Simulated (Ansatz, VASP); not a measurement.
# One calculation of CsRb, two programs

File INCAR:

```
PREC = Accurate
ENCUT = 520
EDIFF = 1E-7
ISMEAR = 0
SIGMA = 0.15
LREAL = F
LASPH = T
NELM = 100
ALGO = Normal
ISIF = 2
LWAVE = F
LCHARG = T
LELF = T
LVHAR = T
NBANDS = 16
```

File KPOINTS:

```
regular mesh
0
Gamma
  10 10 6
```

Contents of POSCAR:

```
CsRb
1.0
    3.0378637800     -4.2531526300      0.0000000000
    3.0378637800      4.2531526300      0.0000000000
    0.0000000000      0.0000000000      8.3899400200
Cs Rb
1 1
Direct
    0.0000000000      0.0000000000      0.0000000000
    0.5000000000      0.5000000000      0.5000000000
```

Input for Ansatz:

```yaml
crystal:
  lattice:
    - [3.03786378, -4.25315263, 0.0]
    - [3.03786378, 4.25315263, 0.0]
    - [0.0, 0.0, 8.38994002]
  atoms:
    - { symbol: Cs, position: [0.0, 0.0, 0.0] }
    - { symbol: Rb, position: [0.5, 0.5, 0.5] }
basis:
  ecutwfc: 420
kpoints:
  mp_grid: { grid: [10, 10, 6] }
hamiltonian:
  xc: lda
scf:
  occupations: { method: gaussian, width: 0.15 }
output:
  forces: true
  stress: true
  eigenvalues: true
```

The cell comes from a database or a generator and needn't be the stable form of this composition.

Alike in both runs: task single point; functional LDA; k mesh 10 × 10 × 6; occupations gaussian, width 0.15 eV; no spin polarisation.

|  | VASP | Ansatz |
| --- | --- | --- |
| version | VASP 6.6.1 | Ansatz 0.2.0 |
| potentials or method | VASP PAW LDA potentials, release 64 (Cs_sv, Rb_sv) | scalar-relativistic, plane waves, PAW |
| plane-wave cutoff (eV) | 520 | 420 |
| valence electrons in the cell | 18 | 18 |

|  | VASP | Ansatz | Ansatz less VASP |
| --- | --- | --- | --- |
| gap on the k mesh at the Fermi level (eV) | none | none | - |
| pressure (GPa) | -0.5 | -0.4 | +0.01 |

A gap of «none» marks a metal or a gap that the smearing closes.

The runs have no spin-orbit coupling, so splittings on Cs are missing.
